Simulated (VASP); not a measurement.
Output of a VASP run:

OSZICAR:
```
       N       E                     dE             d eps       ncg     rms          rms(c)
DAV:   1     0.611302497064E+04    0.61130E+04   -0.12983E+05  1504   0.225E+03
DAV:   2     0.144512195779E+04   -0.46679E+04   -0.46044E+04  1504   0.724E+02
DAV:   3    -0.276527901871E+02   -0.14728E+04   -0.14263E+04  1640   0.346E+02
DAV:   4    -0.242836902933E+03   -0.21518E+03   -0.21261E+03  1992   0.134E+02
DAV:   5    -0.249840629449E+03   -0.70037E+01   -0.69469E+01  1912   0.268E+01    0.429E+01
DAV:   6    -0.208907881907E+03    0.40933E+02   -0.22608E+02  2336   0.672E+01    0.320E+01
DAV:   7    -0.209827474876E+03   -0.91959E+00   -0.16503E+01  1752   0.120E+01    0.946E+00
DAV:   8    -0.209706384576E+03    0.12109E+00   -0.13755E+00  2304   0.432E+00    0.467E+00
DAV:   9    -0.209723874175E+03   -0.17490E-01   -0.44654E-01  2072   0.338E+00    0.832E-01
DAV:  10    -0.209729203775E+03   -0.53296E-02   -0.91968E-02  1984   0.166E+00    0.234E-01
DAV:  11    -0.209736969916E+03   -0.77661E-02   -0.18765E-02  2096   0.421E-01    0.204E-01
DAV:  12    -0.209737908604E+03   -0.93869E-03   -0.41258E-03  1952   0.307E-01    0.527E-02
DAV:  13    -0.209737970016E+03   -0.61412E-04   -0.42273E-04  2176   0.622E-02    0.249E-02
DAV:  14    -0.209737994527E+03   -0.24512E-04   -0.63004E-05  2032   0.494E-02    0.129E-02
DAV:  15    -0.209737999971E+03   -0.54434E-05   -0.33892E-05  2080   0.207E-02    0.441E-03
DAV:  16    -0.209737998242E+03    0.17284E-05   -0.52772E-06  1384   0.180E-02    0.139E-03
DAV:  17    -0.209737998742E+03   -0.50006E-06   -0.69482E-07   896   0.837E-03
   1 F= -.20973800E+03 E0= -.20973598E+03  d E =-.404548E-02
       N       E                     dE             ncg
       N       E                     dE             ncg
       N       E                     dE             ncg
       N       E                     dE             ncg
       N       E                     dE             ncg
       N       E                     dE             ncg
       N       E                     dE             ncg
       N       E                     dE             ncg
       N       E                     dE             ncg
       N       E                     dE             ncg
       N       E                     dE             ncg
       N       E                     dE             ncg
       N       E                     dE             ncg
       N       E                     dE             ncg
       N       E                     dE             ncg
```

OUTCAR:
```
------------------------ aborting loop because EDIFF is reached ----------------------------------------
  FORCE on cell =-STRESS in cart. coord.  units (eV):
  Direction    XX          YY          ZZ          XY          YZ          ZX
  --------------------------------------------------------------------------------------
  Total        2.8088595      2.8088595      2.8088595      0.0000000      0.0000000      0.0000000
  in kB        8.3516565      8.3516565      8.3516565      0.0000000      0.0000000      0.0000000
  external PRESSURE =       8.3516565 kB  Pullay stress =       0.0000000 kB
  volume of cell :      538.85
      direct lattice vectors                 reciprocal lattice vectors
    -5.126284000  5.126284000  5.126284000     0.000000000  0.097536539  0.097536539
     5.126284000 -5.126284000  5.126284000     0.097536539  0.000000000  0.097536539
     5.126284000  5.126284000 -5.126284000     0.097536539  0.097536539  0.000000000
 POSITION                                       TOTAL-FORCE (eV/Angst)
 -----------------------------------------------------------------------------------
      2.56314      2.56314      2.56314        -0.000000     -0.000000      0.000000
     -2.56314      2.56314      2.56314        -0.000000     -0.000000      0.000000
      2.56314      2.56314     -2.56314        -0.000000     -0.000000      0.000000
      2.56314     -2.56314      2.56314        -0.000000     -0.000000      0.000000
      4.78282      0.00000      2.56314         0.005737     -0.000000      0.000000
      0.34346      0.00000      7.68943        -0.005737     -0.000000      0.000000
      2.56314      4.78282      0.00000        -0.000000      0.005737      0.000000
      7.68943      0.34346      0.00000        -0.000000     -0.005737      0.000000
      0.00000      2.56314      4.78282        -0.000000     -0.000000      0.005737
      0.00000      7.68943      0.34346        -0.000000     -0.000000     -0.005737
      0.34346      5.12628      2.56314        -0.005737     -0.000000      0.000000
      4.78282      5.12628     -2.56314         0.005737     -0.000000      0.000000
      2.56314      0.34346      5.12628        -0.000000     -0.005737      0.000000
     -2.56314      4.78282      5.12628        -0.000000      0.005737      0.000000
      5.12628      2.56314      0.34346        -0.000000     -0.000000     -0.005737
      5.12628     -2.56314      4.78282        -0.000000     -0.000000      0.005737
      4.00363      1.56762      3.92878        -0.069466      0.220433     -0.213328
      6.24894      3.55867      3.92878         0.069466     -0.220433     -0.213328
      1.12266      1.56762      6.32378         0.069466      0.220433      0.213328
     -1.12266      3.55867      6.32378        -0.069466     -0.220433      0.213328
      3.92878      4.00363      1.56762        -0.213328     -0.069466      0.220433
      3.92878      6.24894      3.55867        -0.213328      0.069466     -0.220433
      6.32378      1.12266      1.56762         0.213328      0.069466      0.220433
      6.32378     -1.12266      3.55867         0.213328     -0.069466     -0.220433
      1.56762      3.92878      4.00363         0.220433     -0.213328     -0.069466
      3.55867      3.92878      6.24894        -0.220433     -0.213328      0.069466
      1.56762      6.32378      1.12266         0.220433      0.213328      0.069466
      3.55867      6.32378     -1.12266        -0.220433      0.213328     -0.069466
      1.12266      3.55867      1.19750         0.069466     -0.220433      0.213328
     -1.12266      1.56762      1.19750        -0.069466      0.220433      0.213328
      4.00363      3.55867     -1.19750        -0.069466     -0.220433     -0.213328
      6.24894      1.56762     -1.19750         0.069466      0.220433     -0.213328
      1.19750      1.12266      3.55867         0.213328      0.069466     -0.220433
      1.19750     -1.12266      1.56762         0.213328     -0.069466      0.220433
     -1.19750      4.00363      3.55867        -0.213328     -0.069466     -0.220433
     -1.19750      6.24894      1.56762        -0.213328      0.069466      0.220433
      3.55867      1.19750      1.12266        -0.220433      0.213328      0.069466
      1.56762      1.19750     -1.12266         0.220433      0.213328     -0.069466
      3.55867     -1.19750      4.00363        -0.220433     -0.213328     -0.069466
      1.56762     -1.19750      6.24894         0.220433     -0.213328      0.069466
 -----------------------------------------------------------------------------------
    total drift:                               -0.000000     -0.000000      0.000000
  FREE ENERGIE OF THE ION-ELECTRON SYSTEM (eV)
  ---------------------------------------------------
  free  energy   TOTEN  =      -209.7379987424 eV

  energy  without entropy=     -209.7339532672  energy(sigma->0) =     -209.73597600
```
(Selected blocks of OUTCAR.)

**POSCAR**
```
In2O3
1
   -5.1262840000     5.1262840000     5.1262840000
    5.1262840000    -5.1262840000     5.1262840000
    5.1262840000     5.1262840000    -5.1262840000
In O
16 24
Direct
  0.5000000000   0.5000000000   0.5000000000
  0.5000000000   0.0000000000   0.0000000000
  0.0000000000   0.0000000000   0.5000000000
  0.0000000000   0.5000000000   0.0000000000
  0.2500000000   0.7165000000   0.4665000000
  0.7500000000   0.7835000000   0.0335000000
  0.4665000000   0.2500000000   0.7165000000
  0.0335000000   0.7500000000   0.7835000000
  0.7165000000   0.4665000000   0.2500000000
  0.7835000000   0.0335000000   0.7500000000
  0.7500000000   0.2835000000   0.5335000000
  0.2500000000   0.2165000000   0.9665000000
  0.5335000000   0.7500000000   0.2835000000
  0.9665000000   0.2500000000   0.2165000000
  0.2835000000   0.5335000000   0.7500000000
  0.2165000000   0.9665000000   0.2500000000
  0.5361000000   0.7737000000   0.5434000000
  0.7303000000   0.9927000000   0.9566000000
  0.7697000000   0.7263000000   0.2624000000
  0.9639000000   0.5073000000   0.2376000000
  0.5434000000   0.5361000000   0.7737000000
  0.9566000000   0.7303000000   0.9927000000
  0.2624000000   0.7697000000   0.7263000000
  0.2376000000   0.9639000000   0.5073000000
  0.7737000000   0.5434000000   0.5361000000
  0.9927000000   0.9566000000   0.7303000000
  0.7263000000   0.2624000000   0.7697000000
  0.5073000000   0.2376000000   0.9639000000
  0.4639000000   0.2263000000   0.4566000000
  0.2697000000   0.0073000000   0.0434000000
  0.2303000000   0.2737000000   0.7376000000
  0.0361000000   0.4927000000   0.7624000000
  0.4566000000   0.4639000000   0.2263000000
  0.0434000000   0.2697000000   0.0073000000
  0.7376000000   0.2303000000   0.2737000000
  0.7624000000   0.0361000000   0.4927000000
  0.2263000000   0.4566000000   0.4639000000
  0.0073000000   0.0434000000   0.2697000000
  0.2737000000   0.7376000000   0.2303000000
  0.4927000000   0.7624000000   0.0361000000
```

**Question.** Reconstruct the remaining input files.

**Answer.** Several could match; the one computed here: the input of the run itself, revPBE GGA, plane waves, VASP's PBE PAW potentials (set 64).

INCAR:
```
ALGO  =  Normal
EDIFF  =  1E-6
ENCUT  =  400
GGA  =  RE
ISIF  =  2
ISMEAR  =  -1
LASPH  =  T
LCHARG  =  F
LMAXMIX  =  4
LREAL  =  Auto
LWAVE  =  F
NBANDS  =  188
NELM  =  100
PREC  =  Accurate
SIGMA  =  0.1
SYSTEM  =  In2O3
```

File KPOINTS:
```
Automatic
0
gamma
  3 3 3
```

File KPOINTS_OPT:
```
k-points along high-symmetry lines
10
Line-mode
Reciprocal
  0.000000   0.000000   0.000000 ! GAMMA
  0.500000  -0.500000   0.500000 ! H

  0.500000  -0.500000   0.500000 ! H
  0.000000   0.000000   0.500000 ! N

  0.000000   0.000000   0.500000 ! N
  0.000000   0.000000   0.000000 ! GAMMA

  0.000000   0.000000   0.000000 ! GAMMA
  0.250000   0.250000   0.250000 ! P

  0.250000   0.250000   0.250000 ! P
  0.500000  -0.500000   0.500000 ! H

  0.250000   0.250000   0.250000 ! P
  0.000000   0.000000   0.500000 ! N
```

POTCAR, in this order: In_d O (PBE.64 set). Program: vasp_std.

At this cut-off the stress carries a Pulay error, which pulls relaxed volumes low.

The structure was generated: In2O3 was put into an ordered model structure, a phase also known from measurement. The cell was not relaxed at this level. The run is one of a series of settings (NBANDS = 188 against the base run), some of them coarse on purpose.
